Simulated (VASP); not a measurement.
```yaml
crystal:
  lattice:
    - [1.39740, -2.42037, 0.00000]
    - [1.39740, 2.42037, 0.00000]
    - [0.00000, 0.00000, 4.47780]
  atoms:
    - { symbol: Tc, position: [0.33333, 0.66667, 0.25000] }
    - { symbol: Tc, position: [0.66667, 0.33333, 0.75000] }
```

The base run (VASP): PBE GGA, plane waves, VASP's PBE PAW potentials (set 64). Run with 400 eV cut-off, 13×13×8 Γ-centred mesh, first-order Methfessel-Paxton smearing of 0.10 eV, potentials Tc_pv.

One setting is varied; ΔE counts from the base run. The base run took about 40 core-seconds. Times come from single runs on busy shared machines, so they are rough: good to a factor of about 2.

Pressures at a finite cut-off, here 400 eV, hold a Pulay part, which wasn't tested here.

```
setting         cost over the base run  electronic steps  ΔE (meV/atom)  pressure (GPa)
--------------  ----------------------  ----------------  -------------  --------------
SYMPREC = 1E-3    within a factor of 2                11            0.0          -14.41
ISYM = 1          within a factor of 2                11            0.0          -14.41
base run                     reference                11            0.0          -14.41
ISYM = 0                 about 5 times                12            0.0          -14.41
ISYM = -1                about 9 times                12            0.0          -14.41
```

Left out are runs that failed, have no time on record or changed the cell.

The compound is Tc in the hcp structure. The cell was not relaxed at this level.
